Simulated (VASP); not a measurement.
Data:

```
CELL_PARAMETERS angstrom
      0.00000     3.36246     3.36246
      3.36246     0.00000     3.36246
      3.36246     3.36246     0.00000
ATOMIC_POSITIONS crystal
  Sr 0.00000 0.00000 0.00000
  Te 0.50000 0.50000 0.50000
```

All values below come from PBE GGA, VASP's PBE PAW potentials (set 64) (plane waves; VASP). Run with 520 eV cut-off, 6×6×6 Γ-centred mesh, Gaussian smearing of 0.050 eV, potentials Sr_sv Te.

Unless said otherwise, spin-orbit coupling is left out, though it shifts the bands of the heavy elements here.

**Question.** What does the run give for the energy per atom (σ→0), band gap (on the k-mesh) with the smallest direct gap where there is one?

**Answer.** 
band gap (on the k-mesh): 1.77 eV
smallest direct gap (on the k-mesh): 2.49 eV
energy per atom (σ→0): -398.9 kJ/mol of atoms

Total energies compare only between runs with the same potentials, cut-off and functional.

The compound is SrTe in the rock salt structure. It was relaxed first. The start is the result of an earlier pass.
